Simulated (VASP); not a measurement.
Runs of VASP 6.6.1 on SnSe. It takes space group Pnma (No. 62, orthorhombic). Conventional cell: a = 11.486 Å, b = 4.172 Å, c = 4.380 Å, α = 90.00°, β = 90.00°, γ = 90.00°. Sn (site symmetry m) is surrounded by 3 Se at 2.77 to 2.82 Å. Around Se (site symmetry m) lie 3 Sn at 2.77 to 2.82 Å. 

```csv
task,level,potentials or basis,spin,cell,k mesh,cutoff (eV),gap on the mesh (eV),pressure (GPa),largest force (eV/Å)
band structure,r2SCAN,"VASP PAW PBE potentials, release 64 (Sn_d, Se)",off,"Pnma, 26.24 Å³/atom",4 × 8 × 8,520,(b),1.1,0.22
band structure,TB-mBJ,"VASP PAW PBE potentials, release 64 (Sn_d, Se)",off,"Pnma, 26.24 Å³/atom",4 × 8 × 8,520,(c),-,-
band structure,LDA,"VASP PAW LDA potentials, release 64 (Sn_d, Se)",off,"Pnma, 26.24 Å³/atom",4 × 8 × 8,520,0.48,-2.2,(a)
relaxation of cell and atoms,PBE+D3(BJ),"VASP PAW PBE potentials, release 64 (Sn_d, Se)",off,relaxed,4 × 8 × 8,600,0.54,0.0,-
band structure,PBE,"VASP PAW PBE potentials, release 64 (Sn_d, Se)",off,"Pnma, 26.24 Å³/atom",4 × 8 × 8,520,0.54,2.3,0.01
band structure,PBE,"VASP PAW PBE potentials, release 64 (Sn_d, Se)","SOC, no magnetisation","Pnma, 26.24 Å³/atom",2 × 6 × 6,520,-,2.3,0.03
```

Alike in all rows: smearing gaussian 0.03 eV.

Question: Estimate the missing entries.

Answer: (a) 0.16; (b) 0.75; (c) 0.86.

Caveats: spin-orbit coupling is left out, which moves the levels of the heavy elements (some runs); the PAW data sets were made with another functional, which shifts forces and pressure a little (some runs); the mesh misses the band edges, which the band path finds closer together (some runs).

A k mesh can miss the band edges, and rows without SOC leave out spin-orbit coupling on Se, Sn.
